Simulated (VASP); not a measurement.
Level of theory: PBEsol GGA, VASP's PBE PAW potentials (set 64) (plane waves; VASP).

A VASP calculation is set up with these files.

KPOINTS:
```
Regular mesh
0
gamma
7 7 7
```

**POSCAR**
```
CoSi
1
    4.3869441811     0.0000000000     0.0000000000
   -0.0000000000     4.3869441811     0.0000000000
   -0.0000000000     0.0000000000     4.3869441811
Co Si
4 4
Direct
  0.8544111761   0.6455888239   0.3544111761
  0.3544111761   0.8544111761   0.6455888239
  0.1455888239   0.1455888239   0.1455888239
  0.6455888239   0.3544111761   0.8544111761
  0.1566803948   0.3433196052   0.6566803948
  0.6566803948   0.1566803948   0.3433196052
  0.8433196052   0.8433196052   0.8433196052
  0.3433196052   0.6566803948   0.1566803948
```

**INCAR**
```
SYSTEM = CoSi
PREC = Accurate; ENCUT = 500; LREAL = .FALSE.
LASPH = .TRUE.
EDIFF = 1E-6; NELM = 100; ALGO = Normal
LMAXMIX = 4
ISMEAR = 1; SIGMA = 0.1
GGA = PS
IBRION = 2; NSW = 40; ISIF = 3
EDIFFG = -0.02
LWAVE = .FALSE.; LCHARG = .FALSE.
```

POTCAR, in this order: Co Si (PBE.64 set). Program: vasp_std.

Problem. Estimate the energy per atom (σ→0), band gap (on the k-mesh).

Solution. 
```json
{
  "energy per atom (σ→0)": "-7.478 eV/atom",
  "band gap (on the k-mesh)": "none (metal, semimetal or under 0.01 eV)"
}
```

**OSZICAR**
```
...
DAV:   9    -0.598304781793E+02    0.93656E-01   -0.34847E-01  2323   0.663E+00    0.112E+00
DAV:  10    -0.598237806467E+02    0.66975E-02   -0.19660E-02  2246   0.993E-01    0.293E-01
DAV:  11    -0.598227905436E+02    0.99010E-03   -0.27226E-03  2394   0.490E-01    0.934E-02
DAV:  12    -0.598227662882E+02    0.24255E-04   -0.21515E-04  1919   0.152E-01    0.283E-02
DAV:  13    -0.598227654941E+02    0.79415E-06   -0.57711E-05  2392   0.520E-02    0.293E-02
DAV:  14    -0.598227627580E+02    0.27361E-05   -0.69909E-06  1709   0.199E-02    0.106E-02
DAV:  15    -0.598227626973E+02    0.60709E-07   -0.23257E-06  1289   0.143E-02
   1 F= -.59822763E+02 E0= -.59823048E+02  d E =-.598228E+02
```

The compound is CoSi in the B20 structure. It was relaxed first. The run is not spin-polarised, so no magnetic state was tried.
